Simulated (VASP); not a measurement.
Here is the system:

```
CELL_PARAMETERS angstrom
      2.81596     0.00000     0.00000
      0.00000     2.84413     0.00000
      0.00000     0.00000     2.88800
ATOMIC_POSITIONS crystal
  Cr 0.00000 0.00000 0.00000
  Cr 0.50858 0.50000 0.50000
```
Starting moments (μB, in the order of the record's atoms Cr Cr): 1.5 -1.5.

Calculation: PBE GGA, VASP's PBE PAW potentials (set 64) (plane waves; VASP 6.6.1). Numerical set-up: 400 eV cut-off, 12×12×11 Γ-centred mesh, second-order Methfessel-Paxton smearing of 0.50 eV, potentials Cr_pv.

**Question.** What does the run give for the cell moment, energy per atom (σ→0), pressure, largest force, band gap (on the k-mesh) with the smallest direct gap where there is one?

**Answer.** 
```json
{
 "band gap (on the k-mesh)": "none (metal, semimetal or under 0.01 eV)",
 "cell_moment": "0.00 μB",
 "energy per atom (σ→0)": "-9.521 eV/atom",
 "pressure": "1.93 GPa",
 "largest_force": "0.150 eV/Å"
}
```

**Question.** Give the moment on each site (PAW-sphere projection).

**Answer.** 
```
site  moment (μB)
----  -----------
Cr1          1.00
Cr2         -1.00
```

Only differences to runs with the same potentials and settings are physical.

The compound is Cr in the bcc, AFM order structure. The cell was not relaxed at this level. The run is one of a series of settings (ISMEAR = 2, SIGMA = 0.5 against the base run), some of them coarse on purpose.
